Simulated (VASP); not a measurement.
Method: PBEsol GGA, VASP's PBE PAW potentials (set 64) (plane waves; VASP 6.6.1).

The input files of a VASP run:

INCAR:
```
SYSTEM  =  Sb2Se3
PREC  =  Accurate; ENCUT  =  300; LREAL  =  Auto
LASPH  =  T
EDIFF  =  1E-6; NELM  =  100; ALGO  =  Normal
LMAXMIX  =  4
ISMEAR  =  0; SIGMA  =  0.01
GGA  =  PS
ISIF  =  2
LWAVE  =  F; LCHARG  =  F
```

**KPOINTS**
```
Automatic mesh
0
Gamma
4 4 4
0 0 0
```

**POSCAR**
```
Sb2Se3
12.1580960
  1.0000000000   0.0000000000   0.0000000000
  0.0000000000   0.3236965722   0.0000000000
  0.0000000000   0.0000000000   0.9475459809
Sb Se
8 12
Direct
  0.1403200000   0.7500000000   0.0380900000
  0.8596800000   0.2500000000   0.9619100000
  0.3596800000   0.2500000000   0.5380900000
  0.6403200000   0.7500000000   0.4619100000
  0.0338100000   0.2500000000   0.3295900000
  0.9661900000   0.7500000000   0.6704100000
  0.4661900000   0.7500000000   0.8295900000
  0.5338100000   0.2500000000   0.1704100000
  0.9483500000   0.7500000000   0.1275300000
  0.0516500000   0.2500000000   0.8724700000
  0.5516500000   0.2500000000   0.6275300000
  0.4483500000   0.7500000000   0.3724700000
  0.2053300000   0.2500000000   0.1921000000
  0.7946700000   0.7500000000   0.8079000000
  0.2946700000   0.7500000000   0.6921000000
  0.7053300000   0.2500000000   0.3079000000
  0.6273500000   0.7500000000   0.0541000000
  0.3726500000   0.2500000000   0.9459000000
  0.8726500000   0.2500000000   0.5541000000
  0.1273500000   0.7500000000   0.4459000000
```

POTCAR, in this order: Sb Se (PBE.64 set). Program: vasp_std.

The resulting files:

File OSZICAR:
```
       N       E                     dE             d eps       ncg     rms          rms(c)
DAV:   1     0.517147011895E+03    0.51715E+03   -0.30871E+04  3618   0.889E+02
DAV:   2    -0.317156845882E+02   -0.54886E+03   -0.53056E+03  4411   0.194E+02
DAV:   3    -0.880008682334E+02   -0.56285E+02   -0.55343E+02  4380   0.656E+01
DAV:   4    -0.895949061771E+02   -0.15940E+01   -0.15813E+01  4476   0.112E+01
DAV:   5    -0.896531847715E+02   -0.58279E-01   -0.58174E-01  4580   0.190E+00    0.128E+01
DAV:   6    -0.876652327126E+02    0.19880E+01   -0.49434E+00  4340   0.540E+00    0.853E+00
DAV:   7    -0.875871375267E+02    0.78095E-01   -0.15648E+00  4612   0.300E+00    0.215E+00
DAV:   8    -0.875621933741E+02    0.24944E-01   -0.14450E-01  4524   0.109E+00    0.938E-01
DAV:   9    -0.875623499305E+02   -0.15656E-03   -0.19355E-02  4308   0.469E-01    0.169E-01
DAV:  10    -0.875625498487E+02   -0.19992E-03   -0.16989E-03  4228   0.139E-01    0.799E-02
DAV:  11    -0.875627195630E+02   -0.16971E-03   -0.35723E-04  4740   0.601E-02    0.406E-02
DAV:  12    -0.875627847988E+02   -0.65236E-04   -0.88702E-05  4172   0.304E-02    0.176E-02
DAV:  13    -0.875628110911E+02   -0.26292E-04   -0.31722E-05  4124   0.166E-02    0.856E-03
DAV:  14    -0.875628145151E+02   -0.34239E-05   -0.34829E-06  3444   0.541E-03    0.341E-03
DAV:  15    -0.875628158168E+02   -0.13018E-05   -0.17494E-06  2916   0.387E-03    0.147E-03
DAV:  16    -0.875628158499E+02   -0.33111E-07   -0.22019E-07  2532   0.130E-03
   1 F= -.87562816E+02 E0= -.87562816E+02  d E =-.439648E-20
```

### OUTCAR
```
------------------------ aborting loop because EDIFF is reached ----------------------------------------
  FORCE on cell =-STRESS in cart. coord.  units (eV):
  Direction    XX          YY          ZZ          XY          YZ          ZX
  --------------------------------------------------------------------------------------
  Total        6.7191724      6.4503462      4.8169761      0.0000000      0.0000000      0.0000000
  in kB       19.5295063     18.7481537     14.0007074      0.0000000      0.0000000      0.0000000
  external PRESSURE =      17.4261225 kB  Pullay stress =       0.0000000 kB
  volume of cell :      551.23
      direct lattice vectors                 reciprocal lattice vectors
    12.158096000  0.000000000  0.000000000     0.082249721  0.000000000  0.000000000
     0.000000000  3.935534000  0.000000000     0.000000000  0.254095124  0.000000000
     0.000000000  0.000000000 11.520355000     0.000000000  0.000000000  0.086802881
 POSITION                                       TOTAL-FORCE (eV/Angst)
 -----------------------------------------------------------------------------------
      1.70602      2.95165      0.43881         0.441076      0.000000     -0.363082
     10.45207      0.98388     11.08154        -0.441076      0.000000      0.363082
      4.37302      0.98388      6.19899        -0.441076     -0.000000     -0.363082
      7.78507      2.95165      5.32137         0.441076      0.000000      0.363082
      0.41107      0.98388      3.79699        -0.623873     -0.000000     -0.152836
     11.74703      2.95165      7.72336         0.623873      0.000000      0.152836
      5.66798      2.95165      9.55717         0.623873     -0.000000     -0.152836
      6.49011      0.98388      1.96318        -0.623873     -0.000000      0.152836
     11.53013      2.95165      1.46919        -0.394661     -0.000000      0.382910
      0.62797      0.98388     10.05116         0.394661      0.000000     -0.382910
      6.70701      0.98388      7.22937         0.394661     -0.000000      0.382910
      5.45108      2.95165      4.29099        -0.394661      0.000000     -0.382910
      2.49642      0.98388      2.21306         0.488195     -0.000000      0.024647
      9.66167      2.95165      9.30729        -0.488195     -0.000000     -0.024647
      3.58263      2.95165      7.97324        -0.488195     -0.000000      0.024647
      8.57547      0.98388      3.54712         0.488195     -0.000000     -0.024647
      7.62738      2.95165      0.62325         0.380678      0.000000     -0.378977
      4.53071      0.98388     10.89710        -0.380678     -0.000000      0.378977
     10.60976      0.98388      6.38343        -0.380678      0.000000     -0.378977
      1.54833      2.95165      5.13693         0.380678     -0.000000      0.378977
 -----------------------------------------------------------------------------------
    total drift:                                0.000000      0.000000      0.000000
  FREE ENERGIE OF THE ION-ELECTRON SYSTEM (eV)
  ---------------------------------------------------
  free  energy   TOTEN  =       -87.5628158499 eV

  energy  without entropy=      -87.5628158499  energy(sigma->0) =      -87.56281585
```
(Selected blocks of OUTCAR.)

### OUTCAR
```
 val. band max:        4.3892675717   @ k =   0.0000   0.0000   0.2500

 cond. band min:       5.2450310689   @ k =   0.0000   0.0000   0.5000


 Fermi energy:         4.4510981566

 k-point     1 :       0.0000    0.0000    0.0000
  band No.  band energies     occupation
      1     -10.0393      2.00000
      2      -9.8216      2.00000
      3      -9.4477      2.00000
      4      -9.3300      2.00000
      5      -9.2039      2.00000
      6      -9.0427      2.00000
      7      -8.4648      2.00000
      8      -8.2878      2.00000
      9      -8.1935      2.00000
     10      -8.0434      2.00000
     11      -8.0174      2.00000
     12      -7.9548      2.00000
     13      -4.7567      2.00000
     14      -4.5657      2.00000
     15      -4.4619      2.00000
     16      -4.0078      2.00000
     17      -3.9269      2.00000
     18      -3.8612      2.00000
     19      -2.8051      2.00000
     20      -2.4972      2.00000
     21      -0.4342      2.00000
     22      -0.3168      2.00000
     23       0.1005      2.00000
     24       0.3052      2.00000
     25       0.5927      2.00000
     26       0.7471      2.00000
     27       0.8605      2.00000
     28       0.9581      2.00000
     29       1.2338      2.00000
     30       1.2419      2.00000
     31       1.5769      2.00000
     32       1.6806      2.00000
     33       1.7316      2.00000
     34       1.7412      2.00000
     35       1.9011      2.00000
     36       1.9898      2.00000
     37       2.0345      2.00000
     38       2.0499      2.00000
     39       2.3043      2.00000
     40       2.4397      2.00000
     41       2.7463      2.00000
     42       2.9029      2.00000
     43       2.9215      2.00000
     44       3.1446      2.00000
     45       3.1844      2.00000
     46       3.3210      2.00000
     47       3.3561      2.00000
     48       3.4958      2.00000
     49       3.5240      2.00000
     50       3.5737      2.00000
     51       3.7404      2.00000
...
```

Unless said otherwise, spin-orbit coupling is left out, though it shifts the bands of the heavy elements here.

The structure comes from a computed database's Sb2Se3 entry; how it stands against other phases isn't given here. The cell was not relaxed at this level. The run is one of a series of settings (KPOINTS 4×4×4 Γ-centred mesh against the base run), some of them coarse on purpose.
